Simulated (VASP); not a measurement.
Output of a VASP run:

**OSZICAR**
```
       N       E                     dE             d eps       ncg     rms          rms(c)
DAV:   1     0.782023689967E+02    0.78202E+02   -0.88963E+03   520   0.176E+03
DAV:   2    -0.185974496799E+01   -0.80062E+02   -0.78173E+02   600   0.311E+02
DAV:   3    -0.728837153020E+01   -0.54286E+01   -0.54107E+01   655   0.713E+01
DAV:   4    -0.738420274396E+01   -0.95831E-01   -0.95806E-01   571   0.107E+01
DAV:   5    -0.738703892432E+01   -0.28362E-02   -0.28362E-02   699   0.164E+00    0.323E+00
DAV:   6    -0.734209830162E+01    0.44941E-01   -0.74069E-02   758   0.487E+00    0.196E+00
DAV:   7    -0.732856468862E+01    0.13534E-01   -0.44667E-02   605   0.199E+00    0.345E-01
DAV:   8    -0.732953285656E+01   -0.96817E-03   -0.48468E-03   632   0.976E-01    0.798E-02
DAV:   9    -0.733004048836E+01   -0.50763E-03   -0.80523E-04   573   0.244E-01    0.387E-02
DAV:  10    -0.733005832725E+01   -0.17839E-04   -0.37774E-05   661   0.476E-02    0.100E-02
DAV:  11    -0.733008420322E+01   -0.25876E-04   -0.40892E-05   555   0.505E-02    0.423E-03
DAV:  12    -0.733008486112E+01   -0.65790E-06   -0.10071E-06   512   0.106E-02
   1 F= -.77847983E+01 E0= -.77847461E+01  d E =-.778480E+01
       N       E                     dE             d eps       ncg     rms          rms(c)
DAV:   1    -0.767395898996E+01   -0.34387E+00   -0.45873E+00   670   0.410E+01    0.317E+00
DAV:   2    -0.742939620178E+01    0.24456E+00   -0.43464E-01   640   0.125E+01    0.150E+00
DAV:   3    -0.736482423775E+01    0.64572E-01   -0.97248E-02   675   0.554E+00    0.285E-01
DAV:   4    -0.735868440569E+01    0.61398E-02   -0.92402E-03   610   0.162E+00    0.104E-01
DAV:   5    -0.735820953782E+01    0.47487E-03   -0.61375E-04   605   0.346E-01    0.377E-02
DAV:   6    -0.735815453682E+01    0.55001E-04   -0.20423E-04   615   0.278E-01    0.129E-02
DAV:   7    -0.735815651892E+01   -0.19821E-05   -0.28634E-05   664   0.942E-02    0.443E-03
DAV:   8    -0.735815721421E+01   -0.69529E-06   -0.39535E-06   575   0.275E-02
   2 F= -.77953963E+01 E0= -.77952839E+01  d E =-.105980E-01
       N       E                     dE             d eps       ncg     rms          rms(c)
DAV:   1    -0.736988127813E+01   -0.11725E-01   -0.20055E-01   670   0.802E+00    0.693E-01
DAV:   2    -0.735844211271E+01    0.11439E-01   -0.23185E-02   650   0.312E+00    0.317E-01
DAV:   3    -0.735563302603E+01    0.28091E-02   -0.34583E-03   683   0.101E+00    0.727E-02
DAV:   4    -0.735533791934E+01    0.29511E-03   -0.34587E-04   603   0.278E-01    0.234E-02
DAV:   5    -0.735531520916E+01    0.22710E-04   -0.23495E-05   612   0.659E-02    0.623E-03
DAV:   6    -0.735531476718E+01    0.44198E-06   -0.33071E-06   490   0.326E-02
   3 F= -.77962801E+01 E0= -.77961677E+01  d E =-.114818E-01
```

OUTCAR:
```
------------------------ aborting loop because EDIFF is reached ----------------------------------------
 Edisp (eV)   -0.44097
  FORCE on cell =-STRESS in cart. coord.  units (eV):
  Direction    XX          YY          ZZ          XY          YZ          ZX
  --------------------------------------------------------------------------------------
  Total      -0.00246    -0.00246    -0.00246     0.00000     0.00000    -0.00000
  in kB      -0.06696    -0.06696    -0.06696     0.00000     0.00000    -0.00000
  external pressure =       -0.07 kB  Pullay stress =        0.00 kB
  volume of cell :       58.82
      direct lattice vectors                 reciprocal lattice vectors
     0.000000000  3.086791531  3.086791531    -0.161980488  0.161980488  0.161980488
     3.086791531  0.000000000  3.086791531     0.161980488 -0.161980488  0.161980488
     3.086791531  3.086791531  0.000000000     0.161980488  0.161980488 -0.161980488
  FREE ENERGIE OF THE ION-ELECTRON SYSTEM (eV)
  ---------------------------------------------------
  free  energy   TOTEN  =        -7.7962801032 eV

  energy  without entropy=       -7.7960552303  energy(sigma->0) =       -7.79616767

 reached required accuracy - stopping structural energy minimisation
```
(Selected blocks of OUTCAR.)

**POSCAR**
```
GaSb
1
    0.0000000000     3.0500000000     3.0500000000
    3.0500000000     0.0000000000     3.0500000000
    3.0500000000     3.0500000000     0.0000000000
Ga Sb
1 1
Direct
  0.0000000000   0.0000000000   0.0000000000
  0.2500000000   0.2500000000   0.2500000000
```

Question: Write an INCAR and KPOINTS that could have produced this output.

Answer: Several could match; the one computed here: the input of the run itself, PBE GGA with D3 dispersion (zero damping), plane waves, VASP's PBE PAW potentials (set 64).

File KPOINTS:
```
Regular mesh
0
gamma
  7 7 7
```

INCAR:
```
# general
SYSTEM   =  GaSb
PREC     =  Accurate
ENCUT    =  520   # plane-wave cut-off (eV)
LREAL    =  F
LASPH    =  T   # aspherical one-centre terms

# electronic loop
EDIFF    =  1E-6
NELM     =  100
ALGO     =  Normal   # blocked Davidson
LMAXMIX  =  4   # l cut-off of mixed one-centre charges

# smearing
ISMEAR   =  0
SIGMA    =  0.05   # width (eV)

# functional
GGA      =  PE   # PBE
IVDW     =  11   # D3, zero damping

# ions
IBRION   =  2   # conjugate gradients
NSW      =  60   # most ionic steps
ISIF     =  3   # ions, shape and volume
EDIFFG   =  -0.01

# output
LWAVE    =  F
LCHARG   =  F
```

POTCAR, in this order: Ga_d Sb (PBE.64 set). Program: vasp_std.

Energy and stress use the plane-wave basis of the starting cell.

The compound is GaSb in the zinc blende structure. This run relaxes it. Symmetry was kept, so distortions that lower it aren't found.
